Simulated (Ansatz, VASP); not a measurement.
**C (Diamond) in two plane-wave programs**

Wanted: the spread between two codes on one cell, functional and k mesh.

Method: plane waves, with VASP 6.6.1 beside it; single point at B3LYP with an exact-exchange share of 0.2, in Ansatz 0.2.0.

### 1. The starting structure

Symmetry: Fd-3m, No. 227, cubic system. Conventional cell: a = 3.567 Å, b = 3.567 Å, c = 3.567 Å, α = 90.00°, β = 90.00°, γ = 90.00°. Nearest to C lie 4 C at 1.54 Å.

As a file:

```xyz
2
Lattice="0.0000 1.7834 1.7834 1.7834 0.0000 1.7834 1.7834 1.7834 0.0000" Properties=species:S:1:pos:R:3 pbc="T T T"
C     2.6751    2.6751    2.6751
C     1.7834    1.7834    1.7834
```

### 2. VASP: single point, B3LYP with an exact-exchange share of 0.2

A single point gives forces, pressure and levels at one fixed geometry, so differences don't come from the geometry; what else differs is listed under the comparison.

Lines of VASP's logs that name or quote its potential files are left out, and so is its time.

The run reads the wave functions of an earlier VASP run, which isn't shown here.

INCAR

```
SYSTEM = C
PREC = Accurate
ENCUT = 420
EDIFF = 1E-08
NELM = 100
ISMEAR = 0
SIGMA = 0.01
LREAL = .FALSE.
ALGO = Normal
LHFCALC = .TRUE.
AEXX = 0.2
GGA = B3
AGGAX = 0.72
AGGAC = 0.81
ALDAC = 0.19
LASPH = .TRUE.
NBANDS = 10
PRECFOCK = Fast
LORBIT = 11
LWAVE = .TRUE.
LCHARG = .FALSE.
KPAR = 4
```

POSCAR

```
C
1.0
    0.0000000000      1.7833700000      1.7833700000
    1.7833700000      0.0000000000      1.7833700000
    1.7833700000      1.7833700000      0.0000000000
C
2
Direct
    0.7500000000      0.7500000000      0.7500000000
    0.5000000000      0.5000000000      0.5000000000
```

KPOINTS

```
Automatic mesh
0
Gamma
6 6 6
0 0 0
```

PAW data sets: C (PBE family, release 64).

Launch:

```console
mpirun -np 4 vasp_std
```

Numbers of over 12 decimals in the logs are rounded to 6 here.

The program printed:

```text
[banner, memory and clock lines left out]
running    4 mpi-ranks, on    1 nodes
 distrk:  each k-point on    1 cores,    4 groups
 distr:  one band on    1 cores,    1 groups

 POSCAR found type information on POSCAR C
 POSCAR found :  1 types and       2 ions
|                                                                             |
|               ----> ADVICE to this user running VASP <----                  |
|                                                                             |
|     You enforced a specific xc type in the INCAR file but a different       |
|     [... a line on the potential file left out ...]
|     I HOPE YOU KNOW WHAT YOU ARE DOING!                                     |
|                                                                             |

 LDA part: xc-table for (Slater(with rela. corr.)+VWN3), standard interpolation
 found WAVECAR, reading the header
 POSCAR, INCAR and KPOINTS ok, starting setup
 FFT: planning ... GRIDC
 FFT: planning ... GRID_SOFT
 FFT: planning ... GRID
 reading WAVECAR
 the WAVECAR file was read successfully
 initial charge from wavefunction
 entering main loop
       N       E                     dE             d eps       ncg     rms          rms(c)
DAV:   1    -0.201495780571E+02   -0.20150E+02   -0.49684E-01   320   0.523E+00    0.534E-01
DAV:   2    -0.201527214387E+02   -0.31434E-02   -0.10335E-02   340   0.948E-01    0.343E-01
DAV:   3    -0.201506692313E+02    0.20522E-02   -0.88401E-04   336   0.231E-01    0.201E-01
DAV:   4    -0.201500832483E+02    0.58598E-03   -0.44588E-04   336   0.158E-01    0.118E-01
DAV:   5    -0.201499343359E+02    0.14891E-03   -0.12960E-04   340   0.853E-02    0.712E-02
DAV:   6    -0.201498960009E+02    0.38335E-04   -0.31717E-05   344   0.415E-02    0.430E-02
DAV:   7    -0.201498860725E+02    0.99283E-05   -0.76506E-06   342   0.202E-02    0.259E-02
DAV:   8    -0.201498836483E+02    0.24242E-05   -0.20202E-06   356   0.106E-02    0.155E-02
DAV:   9    -0.201498831876E+02    0.46069E-06   -0.52184E-07   366   0.545E-03    0.929E-03
DAV:  10    -0.201498831976E+02   -0.10012E-07   -0.14483E-07   366   0.296E-03    0.552E-03
DAV:  11    -0.201498832875E+02   -0.89916E-07   -0.41847E-08   332   0.165E-03    0.327E-03
DAV:  12    -0.201498833661E+02   -0.78517E-07   -0.12660E-08   162   0.962E-04    0.195E-03
DAV:  13    -0.201498834201E+02   -0.54078E-07   -0.44322E-09   162   0.627E-04    0.115E-03
DAV:  14    -0.201498834541E+02   -0.33997E-07   -0.14183E-09   160   0.373E-04    0.671E-04
DAV:  15    -0.201498834748E+02   -0.20671E-07   -0.48695E-10   160   0.227E-04    0.393E-04
DAV:  16    -0.201498834869E+02   -0.12121E-07   -0.17554E-10   160   0.140E-04    0.231E-04
DAV:  17    -0.201498834941E+02   -0.71564E-08   -0.63251E-11   160   0.859E-05
   1 F= -.20149883E+02 E0= -.20149883E+02  d E =-.387491E-16
 writing wavefunctions
```

From OUTCAR (step 2):

```text
ion  position               nearest neighbor table
   1  0.750  0.750  0.750-   2 1.54   2 1.54   2 1.54   2 1.54
   2  0.500  0.500  0.500-   1 1.54   1 1.54   1 1.54   1 1.54

  LATTYP: Found a face centered cubic cell.
 ALAT       =     3.5667400000

 Subroutine GETGRP returns: Found 48 space group operations
 (whereof 24 operations were pure point group operations)

The static configuration has the point symmetry T_d .
 The point group associated with its full space group is O_h .

 Found     16 irreducible k-points:

   k-points           NKPTS =     16   k-points in BZ     NKDIM =    216   number of bands    NBANDS=     10

   dimension x,y,z NGX =    18 NGY =   18 NGZ =   18
   dimension x,y,z NGXF=    36 NGYF=   36 NGZF=   36

   ENCUT  =  420.0 eV  30.87 Ry    5.56 a.u.   4.21  4.21  4.21*2*pi/ulx,y,z

   NELECT =       8.0000    total number of electrons

 k-points in reciprocal lattice and weights: Automatic mesh
   0.00000000  0.00000000  0.00000000       0.005
   0.16666667  0.00000000  0.00000000       0.037
   0.33333333  0.00000000  0.00000000       0.037
   0.50000000  0.00000000  0.00000000       0.019
   0.16666667  0.16666667  0.00000000       0.028
   0.33333333  0.16666667  0.00000000       0.111
   0.50000000  0.16666667  0.00000000       0.111
  -0.33333333  0.16666667  0.00000000       0.111
  -0.16666667  0.16666667  0.00000000       0.056
[...]
-0.33333333  0.33333333  0.16666667       0.111
  -0.33333333  0.50000000  0.16666667       0.056

  exchange ACFDT corr.  =         0.00000000  see jH, gK, PRB 81, 115126

 average (electrostatic) potential at core
       1 -41.7815       2 -41.7815

 E-fermi :   9.0560

 k-point     1 :       0.0000    0.0000    0.0000
  band No.  band energies     occupation
      1     -13.8663      2.00000
      2       9.0027      2.00000
      3       9.0027      2.00000
      4       9.0028      2.00000
      5      16.4732      0.00000
      6      16.4732      0.00000
      7      16.4733      0.00000
      8      24.6514      0.00000
      9      30.6806      0.00000
    ...

 k-point     2 :       0.1667    0.0000    0.0000
  band No.  band energies     occupation
      1     -13.0555      2.00000
      2       5.0664      2.00000
      3       7.9377      2.00000
      4       7.9378      2.00000
      5      17.8793      0.00000
      6      17.8793      0.00000
      7      18.3274      0.00000
      8      25.3228      0.00000
      9      31.7225      0.00000
    ...

 k-point     3 :       0.3333    0.0000    0.0000
  band No.  band energies     occupation
      1     -10.6795      2.00000
      2      -0.9308      2.00000
      3       6.5436      2.00000
      4       6.5436      2.00000
      5      19.3338      0.00000
      6      19.3338      0.00000
      7      19.5851      0.00000
      8      26.6908      0.00000
      9      32.4208      0.00000
    ...

  energy-cutoff  :      420.00
  volume of cell :       11.34
      direct lattice vectors                 reciprocal lattice vectors
     0.000000000  1.783370000  1.783370000    -0.280368067  0.280368067  0.280368067
     1.783370000  0.000000000  1.783370000     0.280368067 -0.280368067  0.280368067
     1.783370000  1.783370000  0.000000000     0.280368067  0.280368067 -0.280368067

 POSITION                                       TOTAL-FORCE (eV/Angst)
 -----------------------------------------------------------------------------------
      2.67505      2.67505      2.67505         0.000000      0.000000      0.000000
      1.78337      1.78337      1.78337        -0.000000     -0.000000     -0.000000
 -----------------------------------------------------------------------------------
    total drift:                               -0.000000      0.000000     -0.000000

  FREE ENERGIE OF THE ION-ELECTRON SYSTEM (eV)
  ---------------------------------------------------
  free  energy   TOTEN  =       -20.1498834941 eV

  energy  without entropy=      -20.1498834941  energy(sigma->0) =      -20.14988349

 total charge
# of ion       s       p       d       tot
------------------------------------------
    1        0.832   1.764   0.000   2.596
    2        0.832   1.764   0.000   2.596
--------------------------------------------------
tot          1.665   3.528   0.000   5.193

[... 3 further parts left out ...]
```

### 3. Ansatz: single point, B3LYP with an exact-exchange share of 0.2

Ansatz runs on its default PAW (the set named soft_2) files.

The same cell, functional (in two slightly different forms), mesh and smearing now go to Ansatz, which takes its cutoff from its data sets.

input.yaml

```yaml
crystal:
  lattice:
    - [0.0, 1.78337, 1.78337]
    - [1.78337, 0.0, 1.78337]
    - [1.78337, 1.78337, 0.0]
  atoms:
    - { symbol: C, position: [0.75, 0.75, 0.75] }
    - { symbol: C, position: [0.5, 0.5, 0.5] }
hamiltonian:
  xc: b3lyp
  pseudopotentials: { kind: paw }
kpoints:
  mp_grid: { grid: [6, 6, 6] }
scf:
  occupations: { method: gaussian, width: 0.01 }
  n_extra_bands: 4
output:
  forces: true
  stress: true
  eigenvalues: true
```

Launch:

```console
ansatz run input.yaml --threads 4 --pin off --max-ram 9216MiB --backend cpu --events-out ev --progress --plain --runs-dir out
```

The program printed:

```text
Warning: output.stress: scf.convergence.dr2_threshold = 1e-7 eV (the SCF's general default) is looser than the 2e-10 eV advised for a printed stress (1e-10 eV for each atom of the cell: 2). What an SCF threshold leaves in a stress goes as its square root, and in the free energy as the threshold itself, and one threshold admits the most on a small cell: [figures from the program's tests cut] Set scf.convergence.dr2_threshold to 2e-10 eV or tighter. The threshold is an SCF's pass mark: one that does not reach it within its budget of iterations ends unconverged, or closes short of it on a stop that the run arms, and scf.convergence.dr2_threshold's page says what that costs each kind of run
Warning: output.stress: scf.exx.energy_threshold = 1e-6 eV is looser than the 2e-8 eV advised for a stress under a hybrid functional (1e-8 eV for each atom of the cell: 2). Every SCF of the exchange loop can meet its threshold on dr2 while the loop round them stops early: no threshold on dr2 bounds what that leaves in the stress. Set scf.exx.energy_threshold to 2e-8 eV or tighter. The threshold is the loop's pass mark: a loop that does not reach it within its budget of cycles ends unconverged, and scf.exx.energy_threshold's page has the law
scf.n_extra_bands = 4 over 4 filled bands (N_el = 8.0): the run solves 8 bands
Engine: ansatz 0.2.0, aarch64-unknown-linux-gnu
Pseudopotentials: kind: paw
Pseudopotential: C, paw, valence charge 4, recommended cutoff 420 eV (normal), C.paw.azcp
Functional definition: B3LYP
  parameter a0 = 0.2
  parameter ax = 0.72
  parameter ac = 0.81
  exchange = (1 - a0 - ax)*slater_x + ax*b88_x + a0*exact_x
  correlation = (1 - ac)*vwn_rpa_c + ac*lyp_c
Crystal: 2 atoms, lattice volume = 11.344 Å³
Basis set: ecut = 420 eV, 229 PW (Γ), exchange–correlation on 36×36×36 points (8 copies of the dense FFT grid, shifted against one another)
Bands: 8, of which v1, the nominal top of the filled ones, is band 4 counted from 1 (3 counted from 0)
Symmetry: 48 space group operations
Space group: Fd-3m (ITA 227), of the structure as read, at distance tolerance 2.2e-5 Å
k-points: 16 of 216
Non-local potential: C, projectors of the file, l = 0: 2, l = 1: 2, l = 2: 1
PAW form: soft (Blöchl's): semilocal exchange-correlation on the pseudo side does not see the compensation charge
PAW frozen core: C, regenerated for the run's functional, and the local potential with it (the file was generated under x = pbe(κ = 0.804, μ = 0.219515), c = pbe(β = 0.066725))
PAW one-centre angular grid: C, 110 points (default); XC on 64 Gauss nodes
Initial density: superposition of atomic densities (neutral atoms: chi_scale 0, normalization atom), corrected by the library's trained network
Initial wavefunctions: pseudopotential atomic-orbital guess
Functional: x = 0.1 slater + 0.9 b88, c = 0.19 vwn_rpa + 0.81 lyp, warm-up for x = 0.08 slater + 0.72 b88 + 0.2 exact, c = 0.19 vwn_rpa + 0.81 lyp
SCF iter   1: F=—  HF=-503.400891 eV  |F-HF|=—  |Δ(HF+E_count)|=         —  Δρ=1.70e-2  dr2=2.20e-2  ethr=1.77e-3  ⟨swp⟩=4.9  Hψ=547  notcnv=0
preconditioner: auto → none  [insulator: Δε(μ)=4.515 eV  Ē_g=19.612 eV  σ=0.010 eV  W_gap=1.00  n_scr=0 (ndim 8)  ℏωp=31.2 eV  f_vac=0.000  D(μ)=0.00/eV (n_scr^D=0)]
SCF iter   2: F=—  HF=-503.392194 eV  |F-HF|=—  |Δ(HF+E_count)|=   8.70e-3  Δρ=6.62e-3  dr2=3.37e-3  ethr=2.75e-4  ⟨swp⟩=2.6  Hψ=266  notcnv=0
iter 3 solved again at ethr=1.16e-8 eV; its pass at ethr=4.21e-5 eV (dr2=9.26e-7 eV) is discarded
SCF iter   3: F=-503.390688 eV  HF=-503.390686 eV  |F-HF|=2.12e-6  |Δ(HF+E_count)|=   1.51e-3  Δρ=1.82e-4  dr2=1.00e-6  ethr=1.16e-8  ⟨swp⟩=3.9  Hψ=613  notcnv=0
SCF 1 stopped early in 3 iterations: F = -503.390688 eV  dr2 = 1.00e-6
  greatest PAW one-centre occupation: 0.641 electrons in one spin orbital (limit 2), on the C atom at site 1 (counted from 0), in its partial waves of l = 0
Initial density: handed on by an earlier stage of this run
Initial wavefunctions: those handed on with the density
Functional: x = 0.08 slater + 0.72 b88 + 0.2 exact, c = 0.19 vwn_rpa + 0.81 lyp
Frozen-core exchange: fock
SCF iter   1: F=—  HF=-503.823731 eV  |F-HF|=—  |Δ(HF+E_count)|=         —  Δρ=8.41e-3  dr2=3.25e-3  ethr=1.26e-7  ⟨swp⟩=6.3  Hψ=688  notcnv=0
preconditioner: auto → none  [insulator: Δε(μ)=5.948 eV  Ē_g=22.345 eV  σ=0.010 eV  W_gap=1.00  n_scr=0 (ndim 8)  ℏωp=31.2 eV  f_vac=0.000  D(μ)=0.00/eV (n_scr^D=0)]
SCF iter   2: F=—  HF=-503.822547 eV  |F-HF|=—  |Δ(HF+E_count)|=   1.18e-3  Δρ=3.05e-3  dr2=3.82e-4  ethr=1.26e-7  ⟨swp⟩=4.0  Hψ=447  notcnv=0
SCF iter   3: F=—  HF=-503.823856 eV  |F-HF|=—  |Δ(HF+E_count)|=   1.31e-3  Δρ=5.02e-4  dr2=9.50e-6  ethr=1.26e-7  ⟨swp⟩=4.0  Hψ=402  notcnv=0
SCF iter   4: F=-503.823855 eV  HF=-503.823855 eV  |F-HF|=2.29e-8  |Δ(HF+E_count)|=   1.02e-6  Δρ=3.26e-5  dr2=7.10e-7  ethr=9.93e-8  ⟨swp⟩=2.0  Hψ=192  notcnv=0
SCF 2 stopped early in 4 iterations: F = -503.823855 eV  dr2 = 7.10e-7
  greatest PAW one-centre occupation: 0.644 electrons in one spin orbital (limit 2), on the C atom at site 1 (counted from 0), in its partial waves of l = 0
hybrid outer 1: dexx = +1.435e-3 eV, tail = 6.45e-6 eV
Frozen-core exchange: fock
SCF iter   1: F=—  HF=-503.823890 eV  |F-HF|=—  |Δ(HF+E_count)|=         —  Δρ=7.62e-5  dr2=2.25e-7  ethr=4.03e-7  ⟨swp⟩=3.2  Hψ=307  notcnv=0
preconditioner: auto → none  [insulator: Δε(μ)=6.002 eV  Ē_g=22.352 eV  σ=0.010 eV  W_gap=1.00  n_scr=0 (ndim 8)  ℏωp=31.2 eV  f_vac=0.000  D(μ)=0.00/eV (n_scr^D=0)]
SCF iter   2: F=-503.823890 eV  HF=-503.823890 eV  |F-HF|=4.07e-9  |Δ(HF+E_count)|=   2.56e-8  Δρ=1.10e-5  dr2=5.50e-9  ethr=2.52e-9  ⟨swp⟩=3.0  Hψ=237  notcnv=0
SCF 3 converged in 2 iterations: F = -503.823890 eV  dr2 = 5.50e-9
  Residual-converged pass: ⟨swp⟩=2.9  Hψ=239  notcnv=0  max |occ|·‖R‖ = 2.3e-6 eV (tolerance 2.4e-6 eV)  dr2=5.50e-9  dr2_onsite=4.52e-10  max |Δocc| = 0.0e0
hybrid outer 2: dexx = +9.269e-8 eV, tail = 1.40e-8 eV, Δε = 1.35e-3 eV (about 6.95e-5 eV left of the loop's levels)
hybrid SCF converged: 2 outer / 6 inner (+3 warm-up), last move |dexx| = 9.27e-8 eV, tail = 1.40e-8 eV
Stability not checked: this state was not tested for a lower state beside it, because the functional holds exact exchange (a hybrid, or Hartree-Fock), whose exchange loop this test does not read (fock_operator; see scf.lower_state_search)
Free energy (F): -503.823890 eV
Frozen-core exchange: fock
Harris-Foulkes:  -503.823890 eV  (|F-HF|=4.07e-9)
Internal energy: -503.823890 eV  (E = F + TS)
E sigma→0 (E₀):  -503.823890 eV
Fermi energy:    15.597741 eV
--- Per-component energies (eV) ---
  E_band       = 24.402113
  E_kinetic    = 185.751245
  E_local      = -124.980273  (includes V_loc(G=0)·N_el)
  E_nonlocal   = 54.272217
  E_hartree    = 27.588579
  E_xc         = -79.317256
  E_vxc        = -97.869940  (∫ρ·V_xc dr)
  E_exx        = -17.353120  (= α·E_x^exact, valence–valence)
  E_paw        = -201.808560  (= ΣΔE_a)
  E_vpaw       = -13.242231  (= ΣTr[D̂ρ^β])
  E_aug_tail   = 0.000019  (compensation charges beyond the density's cutoff)
  E_ewald      = -347.961363
  E_core_change = -0.015378  (= ΣΔE_core)
  E_smearing   = -0.000000  (= −TS)
  E_closure    = 0.000001  (closes the sum)
  Σ components = -503.823890   (vs F -503.823890, Δ=0.00e0)
--- Forces (eV/Å), atoms counted from 1 ---
  atom   1  C     -0.00000000    -0.00000000    -0.00000000
  atom   2  C     -0.00000000     0.00000000    -0.00000000
  max |Σ_I F_I| component: 7.40e-17 eV/Å
--- Stress (GPa, compression-positive) ---
        0.405911       0.000000      -0.000000
       -0.000000       0.405911       0.000000
       -0.000000      -0.000000       0.405911
  P = ⅓ Tr σ = 0.4059 GPa (4.059 kbar)
--- Band table (eV; the first three rows and the last of 16) ---
  k-point 0: bands = ["-10.2827", "12.5966", "12.5966", "12.5966", "20.0361", "20.0361", "20.0361", "28.1817"]
  k-point 1: bands = ["-9.4720", "8.6549", "11.5317", "11.5317", "21.4424", "21.4424", "21.8866", "28.8561"]
  k-point 2: bands = ["-7.0968", "2.6518", "10.1326", "10.1326", "22.8989", "22.8989", "23.1438", "30.2246"]
  k-point 15: bands = ["-0.5090", "-0.5090", "4.3991", "4.3991", "22.8512", "22.8512", "29.4582", "29.4582"]
```

The job ended after 1.6 s (4 threads of Arm Neoverse V1, shared host; peak memory 0.36 GiB).

In the SCF lines HF is the Harris–Foulkes energy and dr2 the Hartree energy of the density residual, in eV; the loop may stop once dr2 is under the threshold and the program's other checks hold. Hψ counts applications of the Hamiltonian.

The run ends at a pressure of 0.41 GPa.

### 4. Comparison

Known differences besides the potentials themselves: exact exchange at q = 0 is treated differently, which shows on coarse meshes; VASP keeps PBE cores, Ansatz makes them for the functional; VASP's log shows a relativistic correction to its local exchange, Ansatz's none; VASP takes a coarser grid for exact exchange (PRECFOCK = Fast). Total energies have different zeros and are not compared.

Both answers:

```csv
quantity,Ansatz,VASP,difference
gap on the k mesh (eV),6.002,6.022,-0.020
```

A gap on the mesh is an upper bound, since the band edges may lie between its points.

### 5. Results

```
difference in gap on the k mesh (single point, B3LYP with an exact-exchange share of 0.2) : -0.020 eV
```

The difference in gap on the k mesh is -0.020 eV (single point, B3LYP with an exact-exchange share of 0.2), within the 0.08 eV picked in this series as the mark of a large difference. Such differences can come from data sets, numerical settings and the points named under the comparisons, not from the functional's error against experiment.

[Lines on the potential files, build, host, timing and source positions are cut from VASP's logs without a mark.]

[Logs are printed without paths, hosts, clocks, repeated set-up lines and the standing remarks that a program may print on its own settings, such as how far it seeks lower states.]

[Hosts, paths, dates, database ids (printed as entryN), source tags and the programs' standing remarks are cut or masked in the printed files.]
